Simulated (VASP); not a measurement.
# Ca12Bi3PN4 (a cell with a defect) in VASP: single point with PBE

Aim: the single point of Ca12Bi3PN4 (a cell with a defect) with PBE.

All numbers are computed with VASP 6.6.1; they aren't measurements. Logs are shortened: lines on timing, memory, paths and dates and some standing lists are left out, and cuts for length are marked.

### Step 1. The structure

The cell holds a defect, 20 atoms: a = 8.467 Å, b = 8.467 Å, c = 8.467 Å, α = 109.47°, β = 109.47°, γ = 109.47°.

### Step 2. Single point, PBE

INCAR

```
PREC = Accurate
ENCUT = 520
EDIFF = 1E-6
ISMEAR = -1
SIGMA = 0.01
LREAL = Auto
LASPH = T
NELM = 80
ALGO = Fast
ISIF = 2
LWAVE = F
LCHARG = T
GGA = PE
LELF = T
LVHAR = T
NBANDS = 111
```

KPOINTS

```
regular mesh
0
Gamma
  3 3 3
```

POSCAR

```
Ca12Bi3PN4
1.0
   -4.8884000000      4.8884000000      4.8884000000
    4.8884000000     -4.8884000000      4.8884000000
    4.8884000000      4.8884000000     -4.8884000000
Ca P Bi N
12 1 3 4
Direct
    0.4941757880      0.2470878940      0.2470878940
    0.0000000000      0.7529121060      0.2470878940
    0.0000000000      0.2470878940      0.7529121060
    0.5058242120      0.7529121060      0.7529121060
    0.2470878940      0.4941757880      0.2470878940
    0.7529121060      0.0000000000      0.2470878940
    0.7529121060      0.5058242120      0.7529121060
    0.2470878940      0.0000000000      0.7529121060
    0.2470878940      0.2470878940      0.4941757880
    0.7529121060      0.7529121060      0.5058242120
    0.7529121060      0.2470878940      0.0000000000
    0.2470878940      0.7529121060      0.0000000000
    0.0000000000      0.0000000000      0.0000000000
    0.5000000000      0.5000000000      0.0000000000
    0.5000000000      0.0000000000      0.5000000000
    0.0000000000      0.5000000000      0.5000000000
    0.5000000000      0.5000000000      0.5000000000
    0.0000000000      0.0000000000      0.5000000000
    0.0000000000      0.5000000000      0.0000000000
    0.5000000000      0.0000000000      0.0000000000
```

Potentials or basis: VASP PAW PBE potentials, release 64 (Ca_sv, P, Bi_d, N).

Launch:

```bash
> cat potpaw_PBE.64/Ca_sv/POTCAR potpaw_PBE.64/P/POTCAR potpaw_PBE.64/Bi_d/POTCAR potpaw_PBE.64/N/POTCAR > POTCAR
> mpirun -np 1 vasp_std > vasp.out
```

OUTCAR:

```text
PREC = Accurate
   ENCUT = 520
   EDIFF = 1E-6
   ISMEAR = -1
   LREAL = Auto
   LASPH = T
   NELM = 80
   ISIF = 2
   GGA = PE

 ion  position               nearest neighbor table
   1  0.494  0.247  0.247-  17 2.44  20 2.44  14 3.46  15 3.46  16 3.50
   2  0.000  0.753  0.247-  18 2.44  19 2.44  14 3.46  15 3.46  16 3.50
   3  0.000  0.247  0.753-  18 2.44  19 2.44  14 3.46  15 3.46  16 3.50
   4  0.506  0.753  0.753-  17 2.44  20 2.44  14 3.46  15 3.46  16 3.50
   5  0.247  0.494  0.247-  17 2.44  19 2.44  14 3.46  16 3.46  15 3.50
   6  0.753  0.000  0.247-  18 2.44  20 2.44  14 3.46  16 3.46  15 3.50
   7  0.753  0.506  0.753-  17 2.44  19 2.44  14 3.46  16 3.46  15 3.50
   8  0.247  0.000  0.753-  18 2.44  20 2.44  14 3.46  16 3.46  15 3.50
   9  0.247  0.247  0.494-  17 2.44  18 2.44  15 3.46  16 3.46  14 3.50
  10  0.753  0.753  0.506-  17 2.44  18 2.44  15 3.46  16 3.46  14 3.50
  11  0.753  0.247  0.000-  19 2.44  20 2.44  16 3.46  15 3.46  14 3.50
  12  0.247  0.753  0.000-  19 2.44  20 2.44  15 3.46  16 3.46  14 3.50
  13  0.000  0.000  0.000-
  14  0.500  0.500  0.000-   2 3.46   6 3.46   8 3.46   3 3.46   1 3.46   7 3.46   4 3.46   5 3.46
                            11 3.50  12 3.50  10 3.50   9 3.50
  15  0.500  0.000  0.500-   3 3.46  11 3.46  12 3.46   2 3.46  10 3.46   1 3.46   4 3.46   9 3.46
                             8 3.50   6 3.50   5 3.50   7 3.50
  16  0.000  0.500  0.500-   8 3.46  12 3.46  11 3.46   6 3.46  10 3.46   7 3.46   5 3.46   9 3.46
                             2 3.50   3 3.50   4 3.50   1 3.50
  17  0.500  0.500  0.500-   9 2.44  10 2.44   5 2.44   7 2.44   1 2.44   4 2.44
  18  0.000  0.000  0.500-   2 2.44   3 2.44   6 2.44   8 2.44   9 2.44  10 2.44
  19  0.000  0.500  0.000-   2 2.44   3 2.44  11 2.44  12 2.44   5 2.44   7 2.44
  20  0.500  0.000  0.000-   6 2.44   8 2.44  11 2.44  12 2.44   1 2.44   4 2.44

  LATTYP: Found a body centered cubic cell.
 ALAT       =     9.7768000000

  Lattice vectors:

 A1 = (  -4.8884000000,   4.8884000000,   4.8884000000)
 A2 = (   4.8884000000,  -4.8884000000,   4.8884000000)
 A3 = (   4.8884000000,   4.8884000000,  -4.8884000000)

Analysis of symmetry for initial positions (statically):
=====================================================================
 Subroutine PRICEL returns:
 Original cell was already a primitive cell.

 Routine SETGRP: Setting up the symmetry group for a
 body centered cubic supercell.

 Subroutine GETGRP returns: Found 48 space group operations
 (whereof 48 operations were pure point group operations)
 out of a pool of 48 trial point group operations.

The static configuration has the point symmetry O_h .

Analysis of symmetry for dynamics (positions and initial velocities):
=====================================================================
 Subroutine PRICEL returns:
 Original cell was already a primitive cell.

[... 136 lines left out ...]
   EFERMI =   0.00;   METHOD = LEGACY
   ISMEAR =    -1;   SIGMA  =   0.01  broadening in eV -4-tet -1-fermi 0-gaus
   EFERMI_NEDOS =   21; number of points for ismear=-14 and -15
   IALGO  =     68    algorithm
   IMIX   =      4    mixing-type and parameters
     AMIX     =   0.40;   BMIX     =  1.00
     AMIX_MAG =   1.60;   BMIX_MAG =  1.00
  volume/ion in A,a.u.               =      23.36       157.66
  Fermi-wavevector in a.u.,A,eV,Ry     =   1.212847  2.291948 20.014136  1.470997
  Thomas-Fermi vector in A             =   2.348318
   LORBIT       =      0    0 simple, 1 ext, 2 COOP (PROOUT), +10 PAW based schemes
   GGA     = PE    functional components
   LHFCALC =     F    Hartree Fock is set to
   AEXX    =    0.0000 exact exchange contribution
   IVDW    =     0    specifies the selected vdW correction
   LEPSILON=     F    determine dielectric tensor
   LRPA    =     F    only Hartree local field effects (RPA)
 non-spin polarized calculation
 RMM-DIIS sequential band-by-band and
  energy-cutoff  :      520.00
  volume of cell :      467.26
 maximum number of plane-waves:     12623
   NGX = 31   NGY = 31   NGZ = 31

 number of electron     190.0000032 magnetization

 Free energy of the ion-electron system (eV)
  ---------------------------------------------------
  ext. energy  EPLUGINS =         0.00000000
  ---------------------------------------------------
  free energy    TOTEN  =       -93.92661727 eV

  energy without entropy =      -93.92661727  energy(sigma->0) =      -93.92661727

 E-fermi :   4.6008     XC(G=0):  -9.5058

 val. band max:        4.3324415908   @ k =   0.0000   0.0000   0.0000
 cond. band min:       4.8332989026   @ k =   0.0000   0.0000   0.0000
 fundamental gap:      0.5008573118
 Fermi energy:         4.6007894983

 k-point     1 :       0.0000    0.0000    0.0000
  band No.  band energies     occupation
      1     -36.1968      2.00000
      2     -36.1508      2.00000
      3     -36.1508      2.00000
      4     -36.1508      2.00000
      5     -36.1479      2.00000
      6     -36.1479      2.00000
[... 429 lines left out ...]
    106       6.6635      0.00000
    107       7.1111      0.00000
 [bands above 107 left out]

------------------------ aborting loop because EDIFF is reached ----------------------------------------

  FORCE on cell =-STRESS in cart. coord.  units (eV):
  Direction    XX          YY          ZZ          XY          YZ          ZX
  --------------------------------------------------------------------------------------
  -------------------------------------------------------------------------------------
  Total       -1.9758642     -1.9758642     -1.9758642     -0.0000000      0.0000000      0.0000000
  in kB       -6.7749717     -6.7749717     -6.7749717     -0.0000000      0.0000000      0.0000000
  external PRESSURE =      -6.7749717 kB  Pullay stress =       0.0000000 kB

 VOLUME and BASIS-vectors are now :
 -----------------------------------------------------------------------------
  energy-cutoff  :      520.00
  volume of cell :      467.26
      direct lattice vectors                 reciprocal lattice vectors
    -4.888400000  4.888400000  4.888400000     0.000000000  0.102282956  0.102282956
     4.888400000 -4.888400000  4.888400000     0.102282956  0.000000000  0.102282956
     4.888400000  4.888400000 -4.888400000     0.102282956  0.102282956  0.000000000

 POSITION                                       TOTAL-FORCE (eV/Angst)
 -----------------------------------------------------------------------------------
      0.00000      2.41573      2.41573         0.000000     -0.007706     -0.007706
      4.88840     -2.47267      2.47267         0.000000     -0.007706      0.007706
      4.88840      2.47267     -2.47267         0.000000      0.007706     -0.007706
      4.88840      2.47267      2.47267         0.000000      0.007706      0.007706
      2.41573      0.00000      2.41573        -0.007706     -0.000000     -0.007706
     -2.47267      4.88840      2.47267        -0.007706     -0.000000      0.007706
[... 12 lines left out ...]
      2.44420     -2.44420      2.44420         0.000000     -0.000000     -0.000000
     -2.44420      2.44420      2.44420         0.000000     -0.000000      0.000000
 -----------------------------------------------------------------------------------
    total drift:                                0.000000      0.000000     -0.000000

  FREE ENERGIE OF THE ION-ELECTRON SYSTEM (eV)
  ---------------------------------------------------
  free  energy   TOTEN  =       -93.9266172747 eV

  energy  without entropy=      -93.9266172747  energy(sigma->0) =      -93.92661727
```

OSZICAR:

```text
N       E                     dE             d eps       ncg     rms          rms(c)
DAV:   1     0.235617925985E+04    0.23562E+04   -0.93418E+04   888   0.176E+03
DAV:   2     0.192891849923E+03   -0.21633E+04   -0.21143E+04   888   0.542E+02
DAV:   3    -0.865862965753E+02   -0.27948E+03   -0.27324E+03  1284   0.173E+02
DAV:   4    -0.109529354204E+03   -0.22943E+02   -0.22817E+02  1168   0.459E+01
[... 34 lines left out ...]
RMM:  39    -0.939266127956E+02   -0.16924E-05   -0.19763E-05   717   0.582E-03    0.145E-02
RMM:  40    -0.939266144621E+02   -0.16665E-05   -0.19871E-05   685   0.515E-03    0.146E-02
RMM:  41    -0.939266155910E+02   -0.11289E-05   -0.12477E-05   672   0.469E-03    0.147E-02
RMM:  42    -0.939266168068E+02   -0.12158E-05   -0.12343E-05   604   0.409E-03    0.150E-02
RMM:  43    -0.939266172747E+02   -0.46792E-06   -0.80804E-06   638   0.390E-03
   1 F= -.93926617E+02 E0= -.93926617E+02  d E =-.300569E-11
```

Wall time 19 min (1 thread of AMD EPYC 7R13 (Zen 3), shared host); peak memory 0.65 GiB.

What came out:

| Item | Value |
| --- | --- |
| Free energy | -93.9266 eV |
| Pressure | -0.7 GPa |
| Largest force | 0.011 eV/Å |
| Band gap on the k mesh | 0.50 eV, direct |

Forces in eV/Å, atoms in the order of the input:
```
Ca   0.000 -0.008 -0.008
Ca   0.000 -0.008  0.008
Ca   0.000  0.008 -0.008
Ca   0.000  0.008  0.008
Ca  -0.008  0.000 -0.008
Ca  -0.008  0.000  0.008
Ca   0.008  0.000  0.008
Ca   0.008  0.000 -0.008
Ca  -0.008 -0.008  0.000
Ca   0.008  0.008  0.000
Ca  -0.008  0.008  0.000
Ca   0.008 -0.008  0.000
P    0.000  0.000  0.000
Bi   0.000  0.000  0.000
Bi   0.000  0.000  0.000
Bi   0.000  0.000  0.000
N    0.000  0.000  0.000
N    0.000  0.000  0.000
N    0.000  0.000  0.000
N    0.000  0.000  0.000
```

Caveat: spin-orbit coupling is left out, which as a rule narrows the gap of such compounds by several tenths of an eV.
